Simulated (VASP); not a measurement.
# Ca2ZrN2 (P-3m1) in VASP: further runs

The runs below take Ca2ZrN2 through single point, with PBE.

All numbers are computed with VASP 6.6.1; they aren't measurements. Logs are shortened: lines on timing, memory, paths and dates and some standing lists are left out, and cuts for length are marked.

## (1) The structure

The structure is trigonal, space group P-3m1 (No. 164). Conventional cell: a = 3.366 Å, b = 3.366 Å, c = 8.902 Å, α = 90.00°, β = 90.00°, γ = 120.00°. Around Ca (site symmetry 3m) lie 3 N at 2.43 Å. Zr (site symmetry -3m) has 6 N at 2.31 Å as nearest neighbours. N (site symmetry 3m) is surrounded by 3 Zr at 2.31 Å and 3 Ca at 2.43 Å.

The cell was built by a generator and needn't be a form met in nature.

## (2) Single point, PBE

The input, INCAR:

```
SYSTEM = Ca2ZrN2
PREC = Accurate
ENCUT = 520
EDIFF = 1E-6
ISMEAR = 0
SIGMA = 0.1
LREAL = .FALSE.
LASPH = .TRUE.
NELM = 120
ALGO = Normal
ISIF = 2
LWAVE = .FALSE.
LCHARG = .FALSE.
GGA = PE
```

The input, KPOINTS:

```
Automatic mesh
0
G
  10 10 4
  0 0 0
```

The input, POSCAR:

```
Ca2ZrN2
1.0
    3.3664720000      0.0000000000      0.0000000000
   -1.6832360000      2.9154500000      0.0000000000
    0.0000000000      0.0000000000      8.9019300000
Ca Zr N
2 1 2
Direct
    0.3333330000      0.6666670000      0.3034230000
    0.6666670000      0.3333330000      0.6965770000
    0.0000000000      0.0000000000      0.0000000000
    0.6666670000      0.3333330000      0.1404930000
    0.3333330000      0.6666670000      0.8595070000
```

Potentials or basis: VASP PAW PBE potentials, release 64 (Ca_sv, Zr_sv, N).

Command:

```bash
$ cat potpaw_PBE.64/Ca_sv/POTCAR potpaw_PBE.64/Zr_sv/POTCAR potpaw_PBE.64/N/POTCAR > POTCAR
$ mpirun -np 1 vasp_std > vasp.out
```

OUTCAR:

```text
SYSTEM = Ca2ZrN2
   PREC = Accurate
   ENCUT = 520
   EDIFF = 1E-6
   ISMEAR = 0
   LREAL = .FALSE.
   LASPH = .TRUE.
   NELM = 120
   ISIF = 2
   GGA = PE

 ion  position               nearest neighbor table
   1  0.333  0.667  0.303-   4 2.43   4 2.43   4 2.43   3 3.33   3 3.33   3 3.33
   2  0.667  0.333  0.697-   5 2.43   5 2.43   5 2.43   3 3.33   3 3.33   3 3.33
   3  0.000  0.000  0.000-   4 2.31   5 2.31   5 2.31   4 2.31   4 2.31   5 2.31   1 3.33   2 3.33
                             1 3.33   2 3.33   1 3.33   2 3.33
   4  0.667  0.333  0.140-   3 2.31   3 2.31   3 2.31   1 2.43   1 2.43   1 2.43
   5  0.333  0.667  0.860-   3 2.31   3 2.31   3 2.31   2 2.43   2 2.43   2 2.43

  LATTYP: Found a hexagonal cell.
 ALAT       =     3.3664720000
 C/A-ratio  =     2.6442905214

  Lattice vectors:

 A1 = (   3.3664720000,   0.0000000000,   0.0000000000)
 A2 = (  -1.6832360000,   2.9154500000,   0.0000000000)
 A3 = (   0.0000000000,   0.0000000000,   8.9019300000)

Analysis of symmetry for initial positions (statically):
=====================================================================
 Subroutine PRICEL returns:
 Original cell was already a primitive cell.

 Routine SETGRP: Setting up the symmetry group for a
 hexagonal supercell.

 Subroutine GETGRP returns: Found 12 space group operations
 (whereof 12 operations were pure point group operations)
 out of a pool of 24 trial point group operations.

The static configuration has the point symmetry D_3d.

Analysis of symmetry for dynamics (positions and initial velocities):
=====================================================================
 Subroutine PRICEL returns:
 Original cell was already a primitive cell.

 Routine SETGRP: Setting up the symmetry group for a
 hexagonal supercell.

 Subroutine GETGRP returns: Found 12 space group operations
 (whereof 12 operations were pure point group operations)
 out of a pool of 24 trial point group operations.

The dynamic configuration has the point symmetry D_3d.

 Subroutine INISYM returns: Found 12 space group operations
 (whereof 12 operations are pure point group operations),
 and found     1 'primitive' translations

----------------------------------------------------------------------------------------

                                     Primitive cell

  volume of cell :      87.3705

  direct lattice vectors                    reciprocal lattice vectors
     3.366472000  0.000000000  0.000000000     0.297046879  0.171500111  0.000000000
    -1.683236000  2.915450000  0.000000000     0.000000000  0.343000223  0.000000000
     0.000000000  0.000000000  8.901930000     0.000000000  0.000000000  0.112335190

  length of vectors
     3.366472000  3.366471763  8.901930000     0.343000199  0.343000223  0.112335190

  position of ions in fractional coordinates (direct lattice)
     0.333333000  0.666667000  0.303423000
     0.666667000  0.333333000  0.696577000
     0.000000000  0.000000000  0.000000000
     0.666667000  0.333333000  0.140493000
     0.333333000  0.666667000  0.859507000

  ion indices of the primitive-cell ions
   primitive index   ion index
                 1           1
                 2           2
                 3           3
                 4           4
                 5           5

----------------------------------------------------------------------------------------

 KPOINTS: Automatic mesh

Automatic generation of k-mesh.
 Grid dimensions read from file:
 generate k-points for:   10   10    4

 Generating k-lattice:

  Cartesian coordinates                     Fractional coordinates (reciprocal lattice)
     0.029704688  0.017150011  0.000000000     0.100000000 -0.000000000  0.000000000
     0.000000000  0.034300022  0.000000000     0.000000000  0.100000000  0.000000000
     0.000000000  0.000000000  0.028083798     0.000000000  0.000000000  0.250000000

  Length of vectors
     0.034300020  0.034300022  0.028083798

  Shift w.r.t. Gamma in fractional coordinates (k-lattice)
     0.000000000  0.000000000  0.000000000

 Subroutine IBZKPT returns following result:
 ===========================================

 Found     50 irreducible k-points:

 Following reciprocal coordinates:
            Coordinates               Weight
  0.000000  0.000000  0.000000      1.000000
  0.100000 -0.000000  0.000000      6.000000
  0.200000 -0.000000  0.000000      6.000000
  0.300000  0.000000  0.000000      6.000000
  0.400000  0.000000  0.000000      6.000000
  0.500000  0.000000  0.000000      3.000000
[... 16 lines left out ...]
  0.000000  0.400000  0.250000      6.000000
  0.500000  0.000000  0.250000      6.000000
 [... further k-points ...]
   k-points           NKPTS =     50   k-points in BZ     NKDIM =     50   number of bands    NBANDS=     25
   number of dos      NEDOS =    301   number of ions     NIONS =      5
   total plane-waves  NPLWV =  54880
   dimension x,y,z NGX =    28 NGY =   28 NGZ =   70
   dimension x,y,z NGXF=    56 NGYF=   56 NGZF=  140
   ions per type =               2   1   2
   NGX,Y,Z   is equivalent  to a cutoff of  13.83, 13.83, 13.07 a.u.
   NGXF,Y,Z  is equivalent  to a cutoff of  27.65, 27.65, 26.15 a.u.
 SYSTEM =  Ca2ZrN2
   PREC   = accura    normal or accurate (medium, high low for compatibility)
   ISTART =      0    job   : 0-new  1-cont  2-samecut
   ICHARG =      2    charge: 1-file 2-atom 10-const
   ISPIN  =      1    spin polarized calculation?
   LNONCOLLINEAR =      F non collinear calculations
   LSORBIT =      F    spin-orbit coupling
   LASPH  =      T    aspherical Exc in radial PAW
   ENCUT  =  520.0 eV  38.22 Ry    6.18 a.u.   6.26  6.26 16.55*2*pi/ulx,y,z
   NELM   =    120;   NELMIN=  2; NELMDL= -5     # of ELM steps
   EDIFF  = 0.1E-05   stopping-criterion for ELM
   LREAL  =      F    real-space projection
   EDIFFG = 0.1E-04   stopping-criterion for IOM
   NSW    =      0    number of steps for IOM
   IBRION =     -1    ionic relax: 0-MD 1-quasi-New 2-CG
   NFREE  =      0    steps in history (QN), initial steepest desc. (CG)
   ISIF   =      2    stress and relaxation
   ISYM   =      2    0-nonsym 1-usesym 2-fastsym
   POTIM  = 0.5000    time-step for ionic-motion
   TEBEG  =    0.0;   TEEND  =   0.0 temperature during run
   PSTRESS=    0.0 pullay stress
   NELECT =      42.0000    total number of electrons
   NUPDOWN=      -1.0000    fix difference up-down
   EMIN   =  10.00;   EMAX   =-10.00  energy-range for DOS
   EFERMI =   0.00;   METHOD = LEGACY
   ISMEAR =     0;   SIGMA  =   0.10  broadening in eV -4-tet -1-fermi 0-gaus
   EFERMI_NEDOS =   21; number of points for ismear=-14 and -15
   IALGO  =     38    algorithm
   IMIX   =      4    mixing-type and parameters
     AMIX     =   0.40;   BMIX     =  1.00
     AMIX_MAG =   1.60;   BMIX_MAG =  1.00
  volume/ion in A,a.u.               =      17.47       117.92
  Fermi-wavevector in a.u.,A,eV,Ry     =   1.282438  2.423456 22.376779  1.644647
  Thomas-Fermi vector in A             =   2.414749
   LORBIT       =      0    0 simple, 1 ext, 2 COOP (PROOUT), +10 PAW based schemes
   GGA     = PE    functional components
   LHFCALC =     F    Hartree Fock is set to
   AEXX    =    0.0000 exact exchange contribution
   IVDW    =     0    specifies the selected vdW correction
   LEPSILON=     F    determine dielectric tensor
   LRPA    =     F    only Hartree local field effects (RPA)
 non-spin polarized calculation
 Gauss-broadening in eV      SIGMA  =   0.10
  energy-cutoff  :      520.00
  volume of cell :       87.37
 maximum number of plane-waves:      2373
 NGX is ok and might be reduce to    28
   NGX = 13   NGY = 13   NGZ = 33

 number of electron      41.9999999 magnetization

 Free energy of the ion-electron system (eV)
  ---------------------------------------------------
  ext. energy  EPLUGINS =         0.00000000
  ---------------------------------------------------
  free energy    TOTEN  =       -34.99458233 eV

  energy without entropy =      -34.98606579  energy(sigma->0) =      -34.99032406

 E-fermi :   5.8942     XC(G=0): -10.1978

 val. band max:        5.8858532464   @ k =   0.3000   0.0000   0.2500
 cond. band min:       5.8970164301   @ k =   0.3000   0.0000   0.5000
 fundamental gap:      0.0111631837
 Fermi energy:         5.8942265295

 k-point     1 :       0.0000    0.0000    0.0000
  band No.  band energies     occupation
      1     -43.4343      2.00000
      2     -34.8274      2.00000
      3     -34.8223      2.00000
      4     -21.6154      2.00000
      5     -21.2203      2.00000
      6     -21.2203      2.00000
[... 17 lines left out ...]
     24       7.5618      0.00000
     25       7.5908      0.00000

 k-point     2 :       0.1000   -0.0000    0.0000
  band No.  band energies     occupation
      1     -43.4288      2.00000
      2     -34.8207      2.00000
      3     -34.8159      2.00000
      4     -21.6018      2.00000
      5     -21.2811      2.00000
      6     -21.2326      2.00000
[... 17 lines left out ...]
     24       7.6262      0.00000
     25       7.8441      0.00000

 k-point     3 :       0.2000   -0.0000    0.0000
  band No.  band energies     occupation
      1     -43.4144      2.00000
      2     -34.8033      2.00000
      3     -34.7990      2.00000
      4     -21.5664      2.00000
      5     -21.4361      2.00000
      6     -21.2645      2.00000
[... 17 lines left out ...]
     24       8.0221      0.00000
     25       8.4678      0.00000

 k-point     4 :       0.3000    0.0000    0.0000
  band No.  band energies     occupation
      1     -43.3965      2.00000
      2     -34.7815      2.00000
      3     -34.7781      2.00000
      4     -21.6247      2.00000
      5     -21.5180      2.00000
      6     -21.3036      2.00000
[... 17 lines left out ...]
     24       8.1004      0.00000
     25       8.6642      0.00000

 k-point     5 :       0.4000    0.0000    0.0000
  band No.  band energies     occupation
      1     -43.3820      2.00000
      2     -34.7637      2.00000
      3     -34.7613      2.00000
      4     -21.7687      2.00000
      5     -21.4818      2.00000
      6     -21.3349      2.00000
[... 17 lines left out ...]
     24       7.8188      0.00000
     25       8.8902      0.00000

 k-point     6 :       0.5000    0.0000    0.0000
  band No.  band energies     occupation
      1     -43.3764      2.00000
      2     -34.7568      2.00000
      3     -34.7549      2.00000
      4     -21.8229      2.00000
      5     -21.4676      2.00000
      6     -21.3468      2.00000
[... 17 lines left out ...]
     24       7.8865      0.00000
     25       9.0081      0.00000
[... 393 lines left out ...]
 k-point    21 :       0.0000    0.3000    0.2500
  band No.  band energies     occupation
      1     -43.3965      2.00000
      2     -34.7816      2.00000
      3     -34.7781      2.00000
      4     -21.6247      2.00000
      5     -21.5180      2.00000
      6     -21.3036      2.00000
[... 17 lines left out ...]
     24       8.0206      0.00000
     25       8.7008      0.00000

 k-point    22 :       0.4000    0.0000    0.2500
  band No.  band energies     occupation
      1     -43.3820      2.00000
      2     -34.7637      2.00000
      3     -34.7612      2.00000
      4     -21.7687      2.00000
      5     -21.4818      2.00000
      6     -21.3349      2.00000
[... 17 lines left out ...]
     24       7.6811      0.00000
     25       8.7887      0.00000

 k-point    23 :       0.0000    0.4000    0.2500
  band No.  band energies     occupation
      1     -43.3820      2.00000
      2     -34.7636      2.00000
      3     -34.7613      2.00000
      4     -21.7687      2.00000
      5     -21.4818      2.00000
      6     -21.3349      2.00000
[... 17 lines left out ...]
     24       7.7943      0.00000
     25       9.0165      0.00000

 k-point    24 :       0.5000    0.0000    0.2500
  band No.  band energies     occupation
      1     -43.3764      2.00000
      2     -34.7567      2.00000
      3     -34.7549      2.00000
      4     -21.8229      2.00000
      5     -21.4675      2.00000
      6     -21.3468      2.00000
[... 17 lines left out ...]
     24       7.7072      0.00000
     25       8.9835      0.00000

 [... further k-points ...]

------------------------ aborting loop because EDIFF is reached ----------------------------------------

  FORCE on cell =-STRESS in cart. coord.  units (eV):
  Direction    XX          YY          ZZ          XY          YZ          ZX
  --------------------------------------------------------------------------------------
  -------------------------------------------------------------------------------------
  Total        0.0001804      0.0001804      0.0048767      0.0000000      0.0000000      0.0000000
  in kB        0.0033086      0.0033086      0.0894284      0.0000000      0.0000000      0.0000000
  external PRESSURE =       0.0320152 kB  Pullay stress =       0.0000000 kB

 VOLUME and BASIS-vectors are now :
 -----------------------------------------------------------------------------
  energy-cutoff  :      520.00
  volume of cell :       87.37
      direct lattice vectors                 reciprocal lattice vectors
     3.366472000  0.000000000  0.000000000     0.297046879  0.171500111  0.000000000
    -1.683236000  2.915450000  0.000000000     0.000000000  0.343000223  0.000000000
     0.000000000  0.000000000  8.901930000     0.000000000  0.000000000  0.112335190

 POSITION                                       TOTAL-FORCE (eV/Angst)
 -----------------------------------------------------------------------------------
     -0.00000      1.94363      2.70105        -0.000000     -0.000000      0.001065
      1.68324      0.97182      6.20088        -0.000000      0.000000     -0.001065
      0.00000      0.00000      0.00000         0.000000      0.000000      0.000000
      1.68324      0.97182      1.25066         0.000000      0.000000     -0.004372
     -0.00000      1.94363      7.65127        -0.000000      0.000000      0.004372
 -----------------------------------------------------------------------------------
    total drift:                               -0.000000     -0.000000      0.000000

  FREE ENERGIE OF THE ION-ELECTRON SYSTEM (eV)
  ---------------------------------------------------
  free  energy   TOTEN  =       -34.9945823262 eV

  energy  without entropy=      -34.9860657939  energy(sigma->0) =      -34.99032406
```

Run time: 90 s. Hardware: 1 thread of Intel Xeon Platinum 8559C (Emerald Rapids), shared host; peak memory 0.29 GiB.

What came out:

```yaml
Free_energy: -34.9946 eV
Pressure: 0.0 GPa
Largest_force: 0.004 eV/Å
Band_gap_on_the_k_mesh: none (metal or under the smearing width)
```

Forces in eV/Å, atoms in the order of the input:
```
Ca   0.000  0.000  0.001
Ca   0.000  0.000 -0.001
Zr   0.000  0.000  0.000
N    0.000  0.000 -0.004
N    0.000  0.000  0.004
```

## (3) Single point, PBE, collinear spin, ferromagnetic start

INCAR: that of step 2 with these lines changed.

```diff
@@ -8,3 +8,3 @@
 LASPH = .TRUE.
-NELM = 120
+NELM = 150
 ALGO = Normal
@@ -13,2 +13,6 @@
 LCHARG = .FALSE.
+ISPIN = 2
+MAGMOM = 0 0 1.5 0 0
+LORBIT = 11
+LMAXMIX = 4
 GGA = PE
```

KPOINTS is that of step 2.

POSCAR is that of step 2.

Potentials or basis: VASP PAW PBE potentials, release 64 (Ca_sv, Zr_sv, N).

Command:

```bash
$ cat potpaw_PBE.64/Ca_sv/POTCAR potpaw_PBE.64/Zr_sv/POTCAR potpaw_PBE.64/N/POTCAR > POTCAR
$ mpirun -np 1 vasp_std > vasp.out
```

It took 3.2 min on 1 thread of Intel Xeon Platinum 8559C (Emerald Rapids), shared host; peak memory 0.38 GiB.

It converged, with:

* Free energy: -34.9946 eV
* Pressure: 0.0 GPa
* Largest force: 0.004 eV/Å
* Band gap on the k mesh: none (metal or under the smearing width)
* Net moment: 0.00 μB per cell
* Valence electrons inside the program's atomic spheres: Ca 8.25; Zr 9.70; N 3.66

Forces in eV/Å, atoms in the order of the input:
```
Ca   0.000  0.000  0.001
Ca   0.000  0.000 -0.001
Zr   0.000  0.000  0.000
N    0.000  0.000 -0.004
N    0.000  0.000  0.004
```

Levels at points of the mesh, in eV from the Fermi level:
Spin up:
```csv
k point,band 18,band 19,band 20,band 21,band 22,band 23,band 24,band 25
"(0.00, 0.00, 0.00)",-3.09,-2.20,-1.88,-1.88,1.32,1.32,1.67,1.70
"(0.50, 0.00, 0.00)",-3.71,-2.80,-2.34,-0.73,0.34,1.09,1.99,3.11
"(0.00, 0.00, 0.50)",-3.69,-1.88,-1.88,-1.28,0.73,1.33,1.33,2.07
"(0.50, 0.00, 0.50)",-3.70,-2.77,-2.33,-0.76,0.35,1.28,1.58,3.06
```
Spin down:
```csv
k point,band 19,band 20,band 21,band 22,band 23,band 24
"(0.00, 0.00, 0.00)",-2.20,-1.88,-1.88,1.32,1.32,1.67
"(0.50, 0.00, 0.00)",-2.80,-2.34,-0.73,0.34,1.09,1.99
"(0.00, 0.00, 0.50)",-1.88,-1.88,-1.28,0.73,1.33,1.33
"(0.50, 0.00, 0.50)",-2.77,-2.33,-0.76,0.35,1.28,1.58
```
